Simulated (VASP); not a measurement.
Level of theory: r2SCAN meta-GGA, VASP's PBE PAW potentials (set 64) (plane waves; VASP).

VASP input:

### INCAR
```
ALGO = Normal
EDIFF = 1E-7
ENCUT = 520
ISIF = 2
ISMEAR = 0
LASPH = .TRUE.
LCHARG = .FALSE.
LMAXMIX = 4
LMIXTAU = .TRUE.
LREAL = .FALSE.
LWAVE = .FALSE.
METAGGA = R2SCAN
NELM = 100
PREC = Accurate
SIGMA = 0.05
SYSTEM = InP
```

POSCAR:
```
InP
1
    0.0000000000     2.9808424181     2.9808424181
    2.9808424181     0.0000000000     2.9808424181
    2.9808424181     2.9808424181     0.0000000000
In P
1 1
Direct
  0.0000000000   0.0000000000   0.0000000000
  0.2500000000   0.2500000000   0.2500000000
```

**KPOINTS**
```
Automatic mesh
0
Gamma
8 8 8
0 0 0
```

POTCAR, in this order: In_d P (PBE.64 set). Program: vasp_std.

What VASP printed:

**OUTCAR**
```
 ion  position               nearest neighbor table
   1  0.000  0.000  0.000-   2 2.58   2 2.58   2 2.58   2 2.58
   2  0.250  0.250  0.250-   1 2.58   1 2.58   1 2.58   1 2.58
  LATTYP: Found a face centered cubic cell.
 ALAT       =     5.9616848362
 Subroutine PRICEL returns:
 Original cell was already a primitive cell.
 Subroutine GETGRP returns: Found 24 space group operations
The static configuration has the point symmetry T_d .
The dynamic configuration has the point symmetry T_d .
 Subroutine INISYM returns: Found 24 space group operations
 Subroutine IBZKPT returns following result:
 Found     29 irreducible k-points:

 Following reciprocal coordinates:
            Coordinates               Weight
  0.000000  0.000000  0.000000      1.000000
  0.125000  0.000000  0.000000      8.000000
  0.250000  0.000000  0.000000      8.000000
  0.375000  0.000000  0.000000      8.000000
  0.500000  0.000000  0.000000      4.000000
  0.125000  0.125000  0.000000      6.000000
  0.250000  0.125000  0.000000     24.000000
  0.375000  0.125000  0.000000     24.000000
  0.500000  0.125000  0.000000     24.000000
...
```

### OSZICAR
```
       N       E                     dE             d eps       ncg     rms          rms(c)
DAV:   1     0.880826356526E+02    0.88083E+02   -0.88289E+03   754   0.153E+03
DAV:   2    -0.277380888668E+02   -0.11582E+03   -0.11230E+03   794   0.332E+02
DAV:   3    -0.356724946408E+02   -0.79344E+01   -0.78816E+01  1014   0.917E+01
DAV:   4    -0.358869893754E+02   -0.21449E+00   -0.21434E+00   903   0.164E+01
DAV:   5    -0.358993356444E+02   -0.12346E-01   -0.12346E-01  1146   0.336E+00    0.692E+00
DAV:   6    -0.322698750610E+02    0.36295E+01   -0.22683E+00   889   0.380E+01    0.387E+00
DAV:   7    -0.322776904958E+02   -0.78154E-02   -0.68170E-01   789   0.128E+01    0.219E+00
DAV:   8    -0.322188858463E+02    0.58805E-01   -0.36218E-01   754   0.828E+00    0.124E+00
DAV:   9    -0.321630038668E+02    0.55882E-01   -0.22463E-01   754   0.516E+00    0.552E-01
DAV:  10    -0.322029642429E+02   -0.39960E-01   -0.11641E-02   844   0.116E+00    0.212E-01
DAV:  11    -0.322881311893E+02   -0.85167E-01   -0.57007E-02   759   0.246E+00    0.220E-01
DAV:  12    -0.322734937592E+02    0.14637E-01   -0.10416E-02   879   0.142E+00    0.783E-02
DAV:  13    -0.322884403259E+02   -0.14947E-01   -0.13950E-02   759   0.145E+00    0.324E-02
DAV:  14    -0.322884484523E+02   -0.81264E-05   -0.31771E-04   984   0.204E-01    0.280E-02
DAV:  15    -0.322885694881E+02   -0.12104E-03   -0.30340E-05   774   0.610E-02    0.120E-02
DAV:  16    -0.322886467105E+02   -0.77222E-04   -0.95807E-05   774   0.123E-01    0.139E-02
DAV:  17    -0.322886517615E+02   -0.50510E-05   -0.20420E-05   779   0.523E-02    0.168E-02
DAV:  18    -0.322886582511E+02   -0.64896E-05   -0.14451E-06   819   0.188E-02    0.140E-02
DAV:  19    -0.322886572330E+02    0.10181E-05   -0.46391E-07   924   0.722E-03    0.915E-03
DAV:  20    -0.322886572116E+02    0.21373E-07   -0.27313E-08   452   0.221E-03
   1 F= -.32288657E+02 E0= -.32288657E+02  d E =-.226899E-13
```

### OUTCAR
```
------------------------ aborting loop because EDIFF is reached ----------------------------------------
  FORCE on cell =-STRESS in cart. coord.  units (eV):
  Direction    XX          YY          ZZ          XY          YZ          ZX
  --------------------------------------------------------------------------------------
  Total       -0.6124254     -0.6124254     -0.6124254      0.0000000      0.0000000      0.0000000
  in kB      -18.5232316    -18.5232316    -18.5232316      0.0000000      0.0000000      0.0000000
  external PRESSURE =     -18.5232316 kB  Pullay stress =       0.0000000 kB
  volume of cell :       52.97
      direct lattice vectors                 reciprocal lattice vectors
     0.000000000  2.980842418  2.980842418    -0.167737817  0.167737817  0.167737817
     2.980842418  0.000000000  2.980842418     0.167737817 -0.167737817  0.167737817
     2.980842418  2.980842418  0.000000000     0.167737817  0.167737817 -0.167737817
  FREE ENERGIE OF THE ION-ELECTRON SYSTEM (eV)
  ---------------------------------------------------
  free  energy   TOTEN  =       -32.2886572116 eV

  energy  without entropy=      -32.2886572116  energy(sigma->0) =      -32.28865721
```
(Selected blocks of OUTCAR.)

### OUTCAR
```
 val. band max:        4.4660954402   @ k =   0.0000   0.0000   0.0000

 cond. band min:       5.3349527131   @ k =   0.0000   0.0000   0.0000


 Fermi energy:         4.7043643365

 k-point     1 :       0.0000    0.0000    0.0000
  band No.  band energies     occupation
      1     -10.1024      2.00000
      2     -10.1024      2.00000
      3     -10.1024      2.00000
      4      -9.9497      2.00000
      5      -9.9497      2.00000
      6      -7.1858      2.00000
      7       4.4661      2.00000
      8       4.4661      2.00000
      9       4.4661      2.00000
     10       5.3350      0.00000
     11       8.9014      0.00000
     12       8.9014      0.00000
     13       8.9014      0.00000

 k-point     2 :       0.1250    0.0000    0.0000
  band No.  band energies     occupation
      1     -10.1198      2.00000
      2     -10.0957      2.00000
      3     -10.0956      2.00000
      4      -9.9495      2.00000
      5      -9.9495      2.00000
      6      -7.0125      2.00000
      7       2.9667      2.00000
      8       4.2905      2.00000
      9       4.2906      2.00000
     10       6.2831      0.00000
     11       9.0218      0.00000
     12       9.1721      0.00000
     13       9.1721      0.00000

 k-point     3 :       0.2500    0.0000    0.0000
  band No.  band energies     occupation
      1     -10.1595      2.00000
      2     -10.0809      2.00000
      3     -10.0809      2.00000
      4      -9.9473      2.00000
      5      -9.9473      2.00000
      6      -6.5313      2.00000
      7       1.0805      2.00000
      8       3.9348      2.00000
      9       3.9348      2.00000
     10       6.4813      0.00000
     11       9.5917      0.00000
     12       9.5917      0.00000
     13      10.0635      0.00000

 k-point     4 :       0.3750    0.0000    0.0000
  band No.  band energies     occupation
      1     -10.1969      2.00000
      2     -10.0691      2.00000
      3     -10.0691      2.00000
...
```

Unless said otherwise, spin-orbit coupling is left out, though it shifts the bands of the heavy elements here.

The compound is InP in the zinc blende structure. This cell is one point of a volume scan, at 1.03 of the reference volume.
